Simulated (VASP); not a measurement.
# Al2SiF2 (P1) in VASP: further runs

One crystal, Al2SiF2, is run at these levels: PBE; tasks: single point.

Program: VASP 6.6.1. These are calculated values, not measurements. Logs are shortened: lines on timing, memory, paths and dates and some standing lists are left out, and cuts for length are marked.

## (1) Starting point

The typed cell holds 10 atoms: a = 4.702 Å, b = 4.972 Å, c = 7.357 Å, α = 89.56°, β = 71.38°, γ = 88.34°.

The cell was built by a generator and needn't be a form met in nature.

## (2) Single point, PBE

Input file INCAR:

```
SYSTEM = Al2SiF2
PREC = Normal
ENCUT = 520
EDIFF = 1E-5
ISMEAR = 0
SIGMA = 0.15
LREAL = Auto
LASPH = .TRUE.
NELM = 80
ALGO = Fast
ISIF = 2
LWAVE = .FALSE.
LCHARG = .FALSE.
GGA = PE
```

Input file KPOINTS:

```
regular mesh
0
G
  5 5 4
  0 0 0
```

Input file POSCAR:

```
Al2SiF2
1.0
    4.7018640000      0.0000000000      0.0000000000
    0.1438360000      4.9698500000      0.0000000000
    2.3488320000     -0.0110200000      6.9715240000
Al Si F
4 2 4
Direct
    0.8340840000      0.2492120000      0.8310700000
    0.4019650000      0.7475390000      0.6921120000
    0.1627880000      0.2508250000      0.1747320000
    0.5914260000      0.7509600000      0.3155640000
    0.0039810000      0.8825420000      0.0086850000
    0.4876950000      0.6177710000      0.0081160000
    0.6760740000      0.0782670000      0.6766430000
    0.1477540000      0.4205700000      0.6774700000
    0.3273490000      0.0845080000      0.3342430000
    0.8390870000      0.4173620000      0.3344140000
```

Potentials or basis: VASP PAW PBE potentials, release 64 (Al, Si, F).

Command:

```console
$ cat potpaw_PBE.64/Al/POTCAR potpaw_PBE.64/Si/POTCAR potpaw_PBE.64/F/POTCAR > POTCAR
$ mpirun -np 1 vasp_std > vasp.out
```

OUTCAR:

```text
SYSTEM = Al2SiF2
   PREC = Normal
   ENCUT = 520
   EDIFF = 1E-5
   ISMEAR = 0
   LREAL = Auto
   LASPH = .TRUE.
   NELM = 80
   ISIF = 2
   GGA = PE

 ion  position               nearest neighbor table
   1  0.834  0.249  0.831-   7 1.78   8 1.78   5 2.49   6 2.49   3 3.36   3 3.36
   2  0.402  0.748  0.692-   8 2.07   7 2.10   6 2.56   5 2.56   4 2.63
   3  0.163  0.251  0.175-  10 1.78   9 1.79   6 2.47   5 2.47   1 3.36   1 3.36
   4  0.591  0.751  0.316-   9 2.02  10 2.03   6 2.56   5 2.56   2 2.63
   5  0.004  0.883  0.009-   3 2.47   1 2.49   4 2.56   2 2.56   6 2.59   6 2.80
   6  0.488  0.618  0.008-   3 2.47   1 2.49   4 2.56   2 2.56   5 2.59   5 2.80
   7  0.676  0.078  0.677-   1 1.78   2 2.10
   8  0.148  0.421  0.677-   1 1.78   2 2.07
   9  0.327  0.085  0.334-   3 1.79   4 2.02
  10  0.839  0.417  0.334-   3 1.78   4 2.03

  LATTYP: Found a triclinic cell.
 ALAT       =     4.7018640000
 B/A-ratio  =     2.1088170600
 C/A-ratio  =     2.3390615835
 COS(alpha) =     0.0016532287
 COS(beta)  =     0.6283953231
 COS(gamma) =     0.7110874609

  Lattice vectors:

 A1 = (   4.7018640000,   0.0000000000,   0.0000000000)
 A2 = (   7.0506960000,  -0.0110200000,   6.9715240000)
 A3 = (   6.9110600000,  -4.9588300000,  -6.9715240000)

Analysis of symmetry for initial positions (statically):
=====================================================================
 Subroutine PRICEL returns:
 Original cell was already a primitive cell.

 Routine SETGRP: Setting up the symmetry group for a
 triclinic supercell.

 Subroutine GETGRP returns: Found  1 space group operations
 (whereof  1 operations were pure point group operations)
 out of a pool of  2 trial point group operations.

The static configuration has the point symmetry C_1 .

Analysis of symmetry for dynamics (positions and initial velocities):
=====================================================================
 Subroutine PRICEL returns:
 Original cell was already a primitive cell.

 Routine SETGRP: Setting up the symmetry group for a
 triclinic supercell.

 Subroutine GETGRP returns: Found  1 space group operations
 (whereof  1 operations were pure point group operations)
 out of a pool of  2 trial point group operations.

The dynamic configuration has the point symmetry C_1 .

 Subroutine INISYM returns: Found  1 space group operations
 (whereof  1 operations are pure point group operations),
 and found     1 'primitive' translations

----------------------------------------------------------------------------------------

                                     Primitive cell

  volume of cell :     162.9075

  direct lattice vectors                    reciprocal lattice vectors
     4.701864000  0.000000000  0.000000000     0.212681609 -0.006155371 -0.071665995
     0.143836000  4.969850000  0.000000000     0.000000000  0.201213316  0.000318061
     2.348832000 -0.011020000  6.971524000     0.000000000  0.000000000  0.143440659

  length of vectors
     4.701864000  4.971930995  7.356580733     0.224515857  0.201213568  0.143440659

  position of ions in fractional coordinates (direct lattice)
     0.834084000  0.249212000  0.831070000
     0.401965000  0.747539000  0.692112000
     0.162788000  0.250825000  0.174732000
     0.591426000  0.750960000  0.315564000
     0.003981000  0.882542000  0.008685000
     0.487695000  0.617771000  0.008116000
     0.676074000  0.078267000  0.676643000
     0.147754000  0.420570000  0.677470000
     0.327349000  0.084508000  0.334243000
     0.839087000  0.417362000  0.334414000

  ion indices of the primitive-cell ions
   primitive index   ion index
                 1           1
                 2           2
                 3           3
                 4           4
                 5           5
                 6           6
                 7           7
                 8           8
                 9           9
                10          10

----------------------------------------------------------------------------------------

 KPOINTS: regular mesh

Automatic generation of k-mesh.
 Grid dimensions read from file:
 generate k-points for:    5    5    4

 Generating k-lattice:

  Cartesian coordinates                     Fractional coordinates (reciprocal lattice)
     0.042536322 -0.001231074 -0.014333199     0.200000000  0.000000000  0.000000000
     0.000000000  0.040242663  0.000063612     0.000000000  0.200000000 -0.000000000
     0.000000000  0.000000000  0.035860165     0.000000000  0.000000000  0.250000000

  Length of vectors
     0.044903171  0.040242714  0.035860165

  Shift w.r.t. Gamma in fractional coordinates (k-lattice)
     0.000000000  0.000000000  0.000000000

 Subroutine IBZKPT returns following result:
 ===========================================

 Found     51 irreducible k-points:

 Following reciprocal coordinates:
            Coordinates               Weight
  0.000000  0.000000  0.000000      1.000000
  0.200000  0.000000  0.000000      2.000000
  0.400000  0.000000  0.000000      2.000000
  0.000000  0.200000  0.000000      2.000000
  0.200000  0.200000  0.000000      2.000000
  0.400000  0.200000  0.000000      2.000000
[... 16 lines left out ...]
 -0.200000  0.200000  0.250000      2.000000
  0.000000  0.400000  0.250000      2.000000
 [... further k-points ...]
   k-points           NKPTS =     51   k-points in BZ     NKDIM =     51   number of bands    NBANDS=     30
   number of dos      NEDOS =    301   number of ions     NIONS =     10
   total plane-waves  NPLWV =  32928
   dimension x,y,z NGX =    28 NGY =   28 NGZ =   42
   dimension x,y,z NGXF=    56 NGYF=   56 NGZF=   84
   ions per type =               4   2   4
   NGX,Y,Z   is equivalent  to a cutoff of   9.90,  9.36,  9.49 a.u.
   NGXF,Y,Z  is equivalent  to a cutoff of  19.80, 18.72, 18.98 a.u.
 SYSTEM =  Al2SiF2
   PREC   = normal    normal or accurate (medium, high low for compatibility)
   ISTART =      0    job   : 0-new  1-cont  2-samecut
   ICHARG =      2    charge: 1-file 2-atom 10-const
   ISPIN  =      1    spin polarized calculation?
   LNONCOLLINEAR =      F non collinear calculations
   LSORBIT =      F    spin-orbit coupling
   LASPH  =      T    aspherical Exc in radial PAW
   ENCUT  =  520.0 eV  38.22 Ry    6.18 a.u.   8.74  9.24 13.68*2*pi/ulx,y,z
   NELM   =     80;   NELMIN=  2; NELMDL= -5     # of ELM steps
   EDIFF  = 0.1E-04   stopping-criterion for ELM
   LREAL  =      T    real-space projection
   EDIFFG = 0.1E-03   stopping-criterion for IOM
   NSW    =      0    number of steps for IOM
   IBRION =     -1    ionic relax: 0-MD 1-quasi-New 2-CG
   NFREE  =      0    steps in history (QN), initial steepest desc. (CG)
   ISIF   =      2    stress and relaxation
   ISYM   =      2    0-nonsym 1-usesym 2-fastsym
   POTIM  = 0.5000    time-step for ionic-motion
   TEBEG  =    0.0;   TEEND  =   0.0 temperature during run
   PSTRESS=    0.0 pullay stress
   NELECT =      48.0000    total number of electrons
   NUPDOWN=      -1.0000    fix difference up-down
   EMIN   =  10.00;   EMAX   =-10.00  energy-range for DOS
   EFERMI =   0.00;   METHOD = LEGACY
   ISMEAR =     0;   SIGMA  =   0.15  broadening in eV -4-tet -1-fermi 0-gaus
   EFERMI_NEDOS =   21; number of points for ismear=-14 and -15
   IALGO  =     68    algorithm
   IMIX   =      4    mixing-type and parameters
     AMIX     =   0.40;   BMIX     =  1.00
     AMIX_MAG =   1.60;   BMIX_MAG =  1.00
  volume/ion in A,a.u.               =      16.29       109.94
  Fermi-wavevector in a.u.,A,eV,Ry     =   1.089369  2.058608 16.146362  1.186724
  Thomas-Fermi vector in A             =   2.225570
   LORBIT       =      0    0 simple, 1 ext, 2 COOP (PROOUT), +10 PAW based schemes
   GGA     = PE    functional components
   LHFCALC =     F    Hartree Fock is set to
   AEXX    =    0.0000 exact exchange contribution
   IVDW    =     0    specifies the selected vdW correction
   LEPSILON=     F    determine dielectric tensor
   LRPA    =     F    only Hartree local field effects (RPA)
 non-spin polarized calculation
 RMM-DIIS sequential band-by-band and
 Gauss-broadening in eV      SIGMA  =   0.15
  energy-cutoff  :      520.00
  volume of cell :      162.91
 maximum number of plane-waves:      4414
   NGX = 17   NGY = 19   NGZ = 27

 number of electron      47.9999920 magnetization

 Free energy of the ion-electron system (eV)
  ---------------------------------------------------
  ext. energy  EPLUGINS =         0.00000000
  ---------------------------------------------------
  free energy    TOTEN  =       -47.93954049 eV

  energy without entropy =      -47.92912886  energy(sigma->0) =      -47.93433467

 E-fermi :   4.9115     XC(G=0):  -9.1864

 val. band max:        4.8596086409   @ k =   0.0000   0.2000   0.5000
 cond. band min:       5.1260640955   @ k =   0.2000   0.0000   0.5000
 fundamental gap:      0.2664554546
 Fermi energy:         4.9115018314

 k-point     1 :       0.0000    0.0000    0.0000
  band No.  band energies     occupation
      1     -20.7378      2.00000
      2     -20.5602      2.00000
      3     -20.4724      2.00000
      4     -20.3330      2.00000
      5      -5.6481      2.00000
      6      -4.3839      2.00000
[... 22 lines left out ...]
     29       8.0492      0.00000
     30       8.4271      0.00000

 k-point     2 :       0.2000    0.0000    0.0000
  band No.  band energies     occupation
      1     -20.7151      2.00000
      2     -20.5447      2.00000
      3     -20.4930      2.00000
      4     -20.3497      2.00000
      5      -5.4395      2.00000
      6      -4.3066      2.00000
[... 718 lines left out ...]
 k-point    24 :       0.0000    0.4000    0.2500
  band No.  band energies     occupation
      1     -20.7155      2.00000
      2     -20.5472      2.00000
      3     -20.4898      2.00000
      4     -20.3483      2.00000
      5      -5.2967      2.00000
      6      -4.2500      2.00000
[... 22 lines left out ...]
     29       8.2619      0.00000
     30       8.9327      0.00000

 [... further k-points ...]

------------------------ aborting loop because EDIFF is reached ----------------------------------------

  FORCE on cell =-STRESS in cart. coord.  units (eV):
  Direction    XX          YY          ZZ          XY          YZ          ZX
  --------------------------------------------------------------------------------------
  -------------------------------------------------------------------------------------
  Total        0.4543065     -0.0601286     -0.4085629      0.1035627      0.0139330      0.0016100
  in kB        4.4680544     -0.5913586     -4.0181716      1.0185279      0.1370299      0.0158338
  external PRESSURE =      -0.0471586 kB  Pullay stress =       0.0000000 kB

 VOLUME and BASIS-vectors are now :
 -----------------------------------------------------------------------------
  energy-cutoff  :      520.00
  volume of cell :      162.91
      direct lattice vectors                 reciprocal lattice vectors
     4.701864000  0.000000000  0.000000000     0.212681609 -0.006155371 -0.071665995
     0.143836000  4.969850000  0.000000000     0.000000000  0.201213316  0.000318061
     2.348832000 -0.011020000  6.971524000     0.000000000  0.000000000  0.143440659

 POSITION                                       TOTAL-FORCE (eV/Angst)
 -----------------------------------------------------------------------------------
      5.90964      1.22939      5.79382         0.001058     -0.000569      0.024229
      3.62316      3.70753      4.82508        -0.007428      0.002428      0.040119
      1.21190      1.24464      1.21815         0.001712      0.008134     -0.056136
      3.63003      3.72868      2.19996         0.002494      0.004360     -0.047690
      0.16606      4.38601      0.06055         0.006703      0.056590      0.022032
      2.40100      3.07014      0.05658        -0.006693     -0.063784      0.024718
      4.77939      0.38152      4.71723        -0.023294      0.003411     -0.031291
      2.34648      2.08270      4.72300         0.029377     -0.013106     -0.012552
      2.33639      0.41631      2.33018         0.012094     -0.006792      0.016665
      4.79079      2.07054      2.33138        -0.016023      0.009329      0.019906
 -----------------------------------------------------------------------------------
    total drift:                               -0.002680      0.007946      0.004081

  FREE ENERGIE OF THE ION-ELECTRON SYSTEM (eV)
  ---------------------------------------------------
  free  energy   TOTEN  =       -47.9395404856 eV

  energy  without entropy=      -47.9291288569  energy(sigma->0) =      -47.93433467
```

It took 50 s on 1 thread of Intel Xeon 6975P-C (Granite Rapids), shared host; peak memory 0.27 GiB.

What came out:

| Item | Value |
| --- | --- |
| Free energy | -47.9395 eV |
| Pressure | 0.0 GPa |
| Largest force | 0.069 eV/Å |
| Band gap on the k mesh | none (metal or under the smearing width) |

Forces in eV/Å, atoms in the order of the input:
```
Al   0.001 -0.001  0.024
Al  -0.007  0.002  0.040
Al   0.002  0.008 -0.056
Al   0.002  0.004 -0.048
Si   0.007  0.057  0.022
Si  -0.007 -0.064  0.025
F   -0.023  0.003 -0.031
F    0.029 -0.013 -0.013
F    0.012 -0.007  0.017
F   -0.016  0.009  0.020
```

## (3) Single point, PBE

This run uses another cell than the first one, of 16.97 Å³/atom, 1.042 times its volume.

INCAR is that of step 2.

Input file KPOINTS:

```
regular mesh
0
G
  8 4 3
  0 0 0
```

Input file POSCAR:

```
Al2SiF2
1.0
    2.8936750000      0.0000000000      0.0000000000
   -1.2088590000      6.7111510000      0.0000000000
   -0.2173640000     -0.3453910000      8.7380850000
Al Si F
4 2 4
Direct
    0.9213940000      0.3688640000      0.8353130000
    0.9069940000      0.7545930000      0.7759680000
    0.3350490000      0.1168380000      0.2416290000
    0.1411360000      0.7254010000      0.0940180000
    0.7895070000      0.0147740000      0.9828450000
    0.4801730000      0.4152710000      0.0850780000
    0.3696640000      0.2838060000      0.7091580000
    0.4238860000      0.8181490000      0.6500550000
    0.8634360000      0.1587010000      0.3689580000
    0.2295520000      0.8494800000      0.2882170000
```

Potentials or basis: VASP PAW PBE potentials, release 64 (Al, Si, F).

Command:

```console
$ cat potpaw_PBE.64/Al/POTCAR potpaw_PBE.64/Si/POTCAR potpaw_PBE.64/F/POTCAR > POTCAR
$ mpirun -np 1 vasp_std > vasp.out
```

It took 45 s on 1 thread of Intel Xeon 6975P-C (Granite Rapids), shared host; peak memory 0.27 GiB.

The run converged. Its results:

| Property | Result |
| --- | --- |
| Free energy | -48.4417 eV |
| Pressure | 0.0 GPa |
| Largest force | 0.140 eV/Å |
| Band gap on the k mesh | none (metal or under the smearing width) |

Forces in eV/Å, atoms in the order of the input:
```
Al  -0.006 -0.005  0.014
Al  -0.007 -0.005 -0.013
Al   0.005  0.006 -0.076
Al  -0.029  0.104 -0.052
Si   0.023 -0.010  0.066
Si   0.037 -0.124 -0.053
F   -0.006  0.023  0.052
F   -0.006 -0.003  0.041
F    0.007  0.014  0.009
F   -0.018  0.000  0.011
```

Stress tensor (GPa, compression positive):
```
 0.21  0.48  0.10
 0.48  0.17  0.06
 0.10  0.06 -0.39
```

Levels at points of the mesh, in eV from the Fermi level:
| k point | band 22 | band 23 | band 24 | band 25 | band 26 | band 27 |
| --- | --- | --- | --- | --- | --- | --- |
| (0.00, 0.00, 0.00) | -2.90 | -0.92 | 1.09 | 1.71 | 1.99 | 2.51 |
| (0.50, 0.00, 0.00) | -2.59 | -1.84 | -1.28 | -0.98 | 0.73 | 1.33 |
| (0.00, 0.50, 0.00) | -3.31 | -1.60 | 0.11 | 1.66 | 1.75 | 3.55 |
| (0.50, 0.50, 0.00) | -1.82 | -1.76 | -1.35 | -1.21 | 0.75 | 1.30 |
